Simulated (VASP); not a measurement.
Crystal: NiSb.

```xyz
4
Lattice="3.9297 0.0000 0.0000 -1.9648 3.4032 0.0000 0.0000 0.0000 5.1162" Properties=species:S:1:pos:R:3 pbc="T T T"
Ni    0.0000    0.0000    0.0000
Ni    0.0000    0.0000    2.5581
Sb    0.0000    2.2688    1.2790
Sb    1.9648    1.1344    3.8371
```

The cell is a database's computed one.

| Property | Result |
| --- | --- |
| Program | VASP 6.6.1 |
| Task | relaxation of cell and atoms |
| Functional | LDA |
| Potentials or basis | VASP PAW LDA potentials, release 64 (Ni, Sb) |
| Cutoff | 600 eV |
| k mesh | 12 × 12 × 8 |
| Occupations | gaussian, width 0.1 eV |
| Spin | collinear spin, ferromagnetic start |
| Starting moments | [1.0, 1.0, 0.0, 0.0] μB |

At the start: pressure -5.3 GPa; volume 17.11 Å³/atom.

How do energy, volume and symmetry change on relaxing?

Over 8 steps the energy falls by 12.2 meV/atom and the volume is 16.40 Å³/atom (-4.1 %); space group P6_3/mmc (No. 194, to 0.05 Å); moment 0.00 μB per cell.

The path:
```csv
step,energy change (eV),largest force (eV/Å),pressure (GPa),volume (Å³)
1,0.0000,0.0000,-5.32,68.42
2,0.0031,0.0000,6.45,62.95
3,-0.0487,0.0000,-0.09,65.64
4,-0.0487,0.0000,0.07,65.58
5,-0.0488,0.0000,0.05,65.59
6,-0.0488,0.0000,0.06,65.59
7,-0.0488,0.0000,-0.06,65.65
8,-0.0488,0.0000,-0.02,65.62
```

Final structure:
```xyz
4
Lattice="3.8798 0.0000 0.0000 -1.9399 3.3600 0.0000 0.0000 0.0000 5.0337" Properties=species:S:1:pos:R:3 pbc="T T T"
Ni   -1.9399    3.3600    0.0000
Ni   -1.9399    3.3600    2.5169
Sb    0.0000    2.2400    1.2584
Sb    1.9399    1.1200    3.7753
```
